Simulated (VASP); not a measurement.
Calculation: MS2 meta-GGA, VASP's PBE PAW potentials (set 64) (plane waves; VASP 6.6.1).

VASP ran on this input.

**KPOINTS**
```
Automatic mesh
0
G
 7 7 7
```

**POSCAR**
```
CdF2
3.8238860
  0.0000000000   0.7071068587   0.7071068587
  0.7071068587   0.0000000000   0.7071068587
  0.7071068587   0.7071068587   0.0000000000
Cd F
1 2
Direct
  0.0000000000   0.0000000000   0.0000000000
  0.2500000000   0.2500000000   0.2500000000
  0.7500000000   0.7500000000   0.7500000000
```

**INCAR**
```
# general
SYSTEM   =  CdF2
PREC     =  Accurate
ENCUT    =  520   # plane-wave cut-off (eV)
LREAL    =  .FALSE.   # projection in real space or not
LASPH    =  .TRUE.   # aspherical one-centre terms

# electronic loop
EDIFF    =  1E-7
NELM     =  100   # most electronic steps
ALGO     =  Normal   # blocked Davidson
LMAXMIX  =  4   # l cut-off of mixed one-centre charges
LMIXTAU  =  .TRUE.

# smearing
ISMEAR   =  0   # Gaussian
SIGMA    =  0.05   # width (eV)

# functional
METAGGA  =  MS2

# ions
ISIF     =  2   # forces and stress, cell fixed

# output
LWAVE    =  .FALSE.
LCHARG   =  .FALSE.
```

POTCAR, in this order: Cd F (PBE.64 set). Program: vasp_std.

Output of the run:

File OSZICAR:
```
       N       E                     dE             d eps       ncg     rms          rms(c)
DAV:   1     0.180281508877E+03    0.18028E+03   -0.15134E+04   704   0.149E+03
DAV:   2    -0.215008580126E+02   -0.20178E+03   -0.19624E+03   762   0.370E+02
DAV:   3    -0.300287256071E+02   -0.85279E+01   -0.85046E+01   734   0.886E+01
DAV:   4    -0.300609879540E+02   -0.32262E-01   -0.32248E-01   765   0.552E+00
DAV:   5    -0.300610565492E+02   -0.68595E-04   -0.68592E-04   723   0.244E-01    0.129E+01
DAV:   6    -0.131507230281E+02    0.16910E+02   -0.30617E+01   681   0.921E+01    0.112E+01
DAV:   7    -0.132300790760E+02   -0.79356E-01   -0.60965E+00   700   0.274E+01    0.877E+00
DAV:   8    -0.127650456488E+02    0.46503E+00   -0.19908E+00   680   0.203E+01    0.328E+00
DAV:   9    -0.130756505660E+02   -0.31060E+00   -0.70291E-01   680   0.108E+01    0.145E+00
DAV:  10    -0.130998016341E+02   -0.24151E-01   -0.32281E-01   682   0.802E+00    0.917E-01
DAV:  11    -0.130736916841E+02    0.26110E-01   -0.64898E-02   681   0.301E+00    0.277E-01
DAV:  12    -0.130686447926E+02    0.50469E-02   -0.11686E-02   682   0.140E+00    0.241E-01
DAV:  13    -0.130694194449E+02   -0.77465E-03   -0.10489E-03   730   0.454E-01    0.128E-01
DAV:  14    -0.130699939897E+02   -0.57454E-03   -0.33977E-04   686   0.290E-01    0.278E-02
DAV:  15    -0.130701638929E+02   -0.16990E-03   -0.35800E-04   683   0.263E-01    0.899E-03
DAV:  16    -0.130703026243E+02   -0.13873E-03   -0.53559E-05   719   0.102E-01    0.583E-03
DAV:  17    -0.130702868986E+02    0.15726E-04   -0.44738E-06   691   0.265E-02    0.442E-03
DAV:  18    -0.130703069281E+02   -0.20029E-04   -0.37670E-06   701   0.268E-02    0.184E-03
DAV:  19    -0.130703070217E+02   -0.93677E-07   -0.18060E-07   571   0.559E-03
   1 F= -.13070307E+02 E0= -.13070307E+02  d E =-.516014E-12
```

**OUTCAR**
```
------------------------ aborting loop because EDIFF is reached ----------------------------------------
  FORCE on cell =-STRESS in cart. coord.  units (eV):
  Direction    XX          YY          ZZ          XY          YZ          ZX
  --------------------------------------------------------------------------------------
  Total       -0.0000066     -0.0000066     -0.0000066     -0.0000000      0.0000000      0.0000000
  in kB       -0.0002672     -0.0002672     -0.0002672     -0.0000000      0.0000000      0.0000000
  external PRESSURE =      -0.0002672 kB  Pullay stress =       0.0000000 kB
  volume of cell :       39.54
      direct lattice vectors                 reciprocal lattice vectors
     0.000000000  2.703896017  2.703896017    -0.184918354  0.184918354  0.184918354
     2.703896017  0.000000000  2.703896017     0.184918354 -0.184918354  0.184918354
     2.703896017  2.703896017  0.000000000     0.184918354  0.184918354 -0.184918354
 POSITION                                       TOTAL-FORCE (eV/Angst)
 -----------------------------------------------------------------------------------
      0.00000      0.00000      0.00000        -0.000000      0.000000     -0.000000
      1.35195      1.35195      1.35195         0.000000      0.000000      0.000000
      4.05584      4.05584      4.05584         0.000000     -0.000000     -0.000000
 -----------------------------------------------------------------------------------
    total drift:                                0.000000      0.000000      0.000000
  FREE ENERGIE OF THE ION-ELECTRON SYSTEM (eV)
  ---------------------------------------------------
  free  energy   TOTEN  =       -13.0703070217 eV

  energy  without entropy=      -13.0703070217  energy(sigma->0) =      -13.07030702
```
(Selected blocks of OUTCAR.)

OUTCAR:
```
 val. band max:       -1.7801905200   @ k =  -0.2857   0.4286   0.1429

 cond. band min:       1.5708327745   @ k =   0.0000   0.0000   0.0000


 Fermi energy:        -1.5433417808

 k-point     1 :       0.0000    0.0000    0.0000
  band No.  band energies     occupation
      1     -23.9629      2.00000
      2     -22.9901      2.00000
      3      -7.2450      2.00000
      4      -7.2450      2.00000
      5      -7.2449      2.00000
      6      -5.9934      2.00000
      7      -5.9934      2.00000
      8      -2.6868      2.00000
      9      -2.6867      2.00000
     10      -2.6867      2.00000
     11      -2.2150      2.00000
     12      -2.2150      2.00000
     13      -2.2150      2.00000
     14       1.5708      0.00000
     15      11.2514      0.00000
     16      11.2514      0.00000
     17      11.2515      0.00000

 k-point     2 :       0.1429    0.0000    0.0000
  band No.  band energies     occupation
      1     -23.9070      2.00000
      2     -23.0397      2.00000
      3      -7.1697      2.00000
      4      -7.1695      2.00000
      5      -7.0355      2.00000
      6      -6.0160      2.00000
      7      -6.0159      2.00000
      8      -3.2526      2.00000
      9      -2.8218      2.00000
     10      -2.8217      2.00000
     11      -2.3653      2.00000
     12      -2.1987      2.00000
     13      -2.1987      2.00000
     14       2.3079      0.00000
     15      10.3560      0.00000
     16      11.5535      0.00000
     17      11.5536      0.00000

 k-point     3 :       0.2857    0.0000    0.0000
  band No.  band energies     occupation
      1     -23.7583      2.00000
      2     -23.1732      2.00000
      3      -7.0106      2.00000
      4      -7.0104      2.00000
      5      -6.4910      2.00000
      6      -6.0225      2.00000
      7      -6.0223      2.00000
      8      -4.0362      2.00000
      9      -3.1656      2.00000
     10      -3.1655      2.00000
     11      -3.0235      2.00000
...
```

The compound is CdF2 in the fluorite structure. It was relaxed first.
